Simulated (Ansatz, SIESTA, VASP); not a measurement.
**Code comparison for LaGa₃Pd₂ (P1, 6 atoms in the cell)**

Self-consistent single point, at a second geometry (atoms moved at random). First geometry:

```xyz
6
Lattice="5.4437 0.0000 0.0000 -2.7218 4.7144 0.0000 0.0000 0.0000 4.2902" Properties=species:S:1:pos:R:3 pbc="T T T"
La     0.0000     0.0000     0.0000
Ga     2.7218     0.0000     2.1451
Ga     1.3609     2.3572     2.1451
Ga    -1.3609     2.3572     2.1451
Pd     2.7218     1.5715     0.0000
Pd     0.0000     3.1429     0.0000
```

Second geometry:
```
LaGa3Pd2
1.0
    5.44368     0.00000     0.00000
   -2.72184     4.71436     0.00000
    0.00000     0.00000     4.29021
La Ga Pd
1 3 2
Direct
  0.99403   0.00021   0.99384
  0.49436   0.99360   0.49620
  0.50671   0.50532   0.52614
  0.99651   0.49443   0.49990
  0.66968   0.33169   0.99677
  0.33872   0.67475   0.98714
```

Shared settings, as Ansatz (a program for electronic structure) writes them: kpoints.mp_grid.grid = 6 6 7; scf.occupations.method = gaussian; scf.occupations.width = 0.05 eV. Potentials and cutoffs stand in the table.

| code | model | ΔF from the first geometry (meV/atom) | pressure (GPa) | largest force (eV/Å) | cutoff |
|---|---|---|---|---|---|
| SIESTA | GGA PBEsol, numerical atomic orbitals DZP, PseudoDojo PBEsol standard norm-conserving potentials (rewritten from UPF to PSML) | 17.2 | -2.21 | 1.029 | grid 300 Ry |
| Ansatz | PBEsol, PAW files made with PBE | 13.6 | -2.13 | 0.822 | 420 eV |
| VASP | PBEsol, VASP's PBE PAW potentials (set 64) | 13.7 | -2.19 | 0.829 | 300 eV |

Size of the force on each atom (eV/Å): Sizes of forces hide their directions.

```
code      La1    Ga2    Ga3    Ga4    Pd5    Pd6
------  -----  -----  -----  -----  -----  -----
SIESTA  0.457  0.372  1.029  0.308  0.457  0.851
Ansatz  0.333  0.290  0.822  0.231  0.357  0.673
VASP    0.336  0.291  0.829  0.233  0.360  0.679
```

On Ansatz's run: spin polarisation is off.

The spread over the programs that give each value: ΔF from the first geometry within 3.6 meV/atom; pressure within 0.08 GPa; largest force within 0.207 eV/Å.

SIESTA uses small atom-centred bases, whose incompleteness enters pressures, forces and empty levels differently from a plane-wave cutoff. Ansatz's pressure is given at a fixed set of plane waves, as the other plane-wave codes print theirs; with its correction for the finite basis it is -2.09 GPa. In the force vectors, SIESTA (by 0.204) lies more than 0.08 eV/Å from the median of the plane-wave programs.

VASP's run is marked for a possible Pulay error in its stress at this cutoff; no cutoff test was made.

The starting cell comes from a database of computed structures (which also holds hypothetical and non-ambient phases and stackings), without a prior relaxation at this level. For this run, on top of that: atoms moved at random.

Keys are those of Ansatz 0.2.
